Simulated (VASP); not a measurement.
Output of a VASP run:

File OSZICAR:
```
...
DAV:   8    -0.278685161701E+02    0.78025E-01   -0.51745E-01  2272   0.515E+00    0.184E+00
DAV:   9    -0.278643113813E+02    0.42048E-02   -0.33170E-02  2244   0.146E+00    0.285E-01
DAV:  10    -0.278642353185E+02    0.76063E-04   -0.84499E-04  2336   0.264E-01    0.346E-01
DAV:  11    -0.278642363826E+02   -0.10640E-05   -0.98937E-05  2312   0.780E-02    0.176E-01
DAV:  12    -0.278642323523E+02    0.40303E-05   -0.12146E-05  2344   0.292E-02    0.278E-02
DAV:  13    -0.278642325012E+02   -0.14895E-06   -0.40266E-07  1324   0.652E-03
   1 F= -.26074962E+02 E0= -.26074937E+02  d E =-.260750E+02
       N       E                     dE             d eps       ncg     rms          rms(c)
DAV:   1    -0.278556285496E+02    0.86038E-02   -0.21885E+00  1928   0.149E+01    0.442E+00
DAV:   2    -0.277948331862E+02    0.60795E-01   -0.86671E-02  1936   0.302E+00    0.260E+00
DAV:   3    -0.277770785093E+02    0.17755E-01   -0.53925E-02  2228   0.211E+00    0.213E+00
DAV:   4    -0.277773248051E+02   -0.24630E-03   -0.75426E-04  2284   0.301E-01    0.229E+00
DAV:   5    -0.277764990544E+02    0.82575E-03   -0.76194E-04  2240   0.198E-01    0.805E-01
DAV:   6    -0.277762794596E+02    0.21959E-03   -0.54095E-04  2280   0.153E-01    0.173E-01
DAV:   7    -0.277762663460E+02    0.13114E-04   -0.29897E-05  2440   0.456E-02    0.975E-02
DAV:   8    -0.277762645734E+02    0.17726E-05   -0.13768E-05  2344   0.250E-02    0.541E-03
DAV:   9    -0.277762646457E+02   -0.72350E-07   -0.33871E-07  1232   0.562E-03
   2 F= -.26063547E+02 E0= -.26063504E+02  d E =0.114152E-01
       N       E                     dE             d eps       ncg     rms          rms(c)
DAV:   1    -0.278713107798E+02   -0.95046E-01   -0.80909E-01  1928   0.903E+00    0.272E+00
DAV:   2    -0.278486291162E+02    0.22682E-01   -0.34408E-02  1936   0.187E+00    0.162E+00
DAV:   3    -0.278421431544E+02    0.64860E-02   -0.19300E-02  2232   0.125E+00    0.130E+00
DAV:   4    -0.278420772284E+02    0.65926E-04   -0.24524E-04  2296   0.177E-01    0.118E+00
DAV:   5    -0.278418433823E+02    0.23385E-03   -0.10424E-03  2332   0.190E-01    0.559E-02
DAV:   6    -0.278418183221E+02    0.25060E-04   -0.10372E-04  2216   0.770E-02    0.106E-01
DAV:   7    -0.278418170376E+02    0.12844E-05   -0.37750E-06  2280   0.169E-02    0.761E-03
DAV:   8    -0.278418166701E+02    0.36757E-06   -0.37444E-07  1128   0.589E-03
   3 F= -.26082739E+02 E0= -.26082706E+02  d E =-.777620E-02
       N       E                     dE             d eps       ncg     rms          rms(c)
DAV:   1    -0.278412200473E+02    0.59699E-03   -0.13836E-04  1988   0.117E-01    0.334E-02
DAV:   2    -0.278412162906E+02    0.37568E-05   -0.58470E-06  1988   0.246E-02    0.193E-02
DAV:   3    -0.278412153637E+02    0.92686E-06   -0.32598E-06  2068   0.162E-02
   4 F= -.26082738E+02 E0= -.26082705E+02  d E =-.777524E-02
       N       E                     dE             d eps       ncg     rms          rms(c)
DAV:   1    -0.278412423513E+02   -0.26061E-04   -0.66617E-03  2056   0.718E-01    0.120E-01
DAV:   2    -0.278411873095E+02    0.55042E-04   -0.88749E-05  2336   0.852E-02    0.523E-02
DAV:   3    -0.278411638826E+02    0.23427E-04   -0.24173E-05  2340   0.398E-02    0.145E-02
DAV:   4    -0.278411626623E+02    0.12203E-05   -0.27871E-06  2328   0.139E-02    0.818E-03
DAV:   5    -0.278411626490E+02    0.13331E-07   -0.12170E-07  1084   0.289E-03
   5 F= -.26082802E+02 E0= -.26082765E+02  d E =-.643512E-04
```

**OUTCAR**
```
------------------------ aborting loop because EDIFF is reached ----------------------------------------
  FORCE on cell =-STRESS in cart. coord.  units (eV):
  Direction    XX          YY          ZZ          XY          YZ          ZX
  --------------------------------------------------------------------------------------
  Total        1.7690476      1.7690479      1.7773967      0.0000000      0.0000000     -0.0000000
  in kB      100.6077744    100.6077926    101.0825973      0.0000000      0.0000000     -0.0000000
  external PRESSURE =       0.7660548 kB  Pullay stress =     100.0000000 kB
  volume of cell :       28.17
      direct lattice vectors                 reciprocal lattice vectors
     1.545756089 -2.677328324  0.000000000     0.323466298 -0.186753337 -0.000000000
     1.545756089  2.677328324 -0.000000000     0.323466298  0.186753337  0.000000000
     0.000000000 -0.000000000  3.403658309     0.000000000  0.000000000  0.293801524
 POSITION                                       TOTAL-FORCE (eV/Angst)
 -----------------------------------------------------------------------------------
      3.09151     -0.00000     -0.00000         0.000000     -0.000000      0.000000
      1.54576      0.89244      1.70183         0.000000     -0.000000      0.000000
      1.54576     -0.89244      1.70183        -0.000000      0.000000     -0.000000
 -----------------------------------------------------------------------------------
    total drift:                                0.000000      0.000000      0.000000
  FREE ENERGIE OF THE ION-ELECTRON SYSTEM (eV)
  ---------------------------------------------------
  free  energy   TOTEN  =       -27.8411626490 eV

  energy  without entropy=      -27.8410504704  energy(sigma->0) =      -27.84112526
  enthalpy is  TOTEN    =       -26.0828019557 eV   P V=        1.7583606933

 reached required accuracy - stopping structural energy minimisation
```
(Selected blocks of OUTCAR.)

POSCAR:
```
HfB2
1
    1.5536033907    -2.6909202353     0.0000000000
    1.5536033907     2.6909202353     0.0000000000
    0.0000000000     0.0000000000     3.4285897006
Hf B
1 2
Direct
  0.0000000000   0.0000000000   0.0000000000
  0.3333330000   0.6666670000   0.5000000000
  0.6666670000   0.3333330000   0.5000000000
```

Task: Write an INCAR and KPOINTS that could have produced this output.

Result: One answer among several that fit: the input of the run itself, PBEsol GGA, plane waves, VASP's PBE PAW potentials (set 64).

**KPOINTS**
```
Automatic
0
G
  11 11 9
0 0 0
```

### INCAR
```
# general
SYSTEM  = HfB2
PREC    = Accurate
ENCUT   = 620
LREAL   = .FALSE.
LASPH   = .TRUE.

# electronic loop
EDIFF   = 1E-6
NELM    = 100
ALGO    = Normal
LMAXMIX = 6

# smearing
ISMEAR  = 1
SIGMA   = 0.1

# functional
GGA     = PS

# ions
IBRION  = 2
NSW     = 40
ISIF    = 3
EDIFFG  = -0.02
PSTRESS = 100

# output
LWAVE   = .FALSE.
LCHARG  = .FALSE.
```

POTCAR, in this order: Hf_pv B (PBE.64 set). Program: vasp_std.

The compound is HfB2 in the AlB2 type structure. This run relaxes it under an external pressure of 10 GPa. Symmetry was kept, so distortions that lower it aren't found.
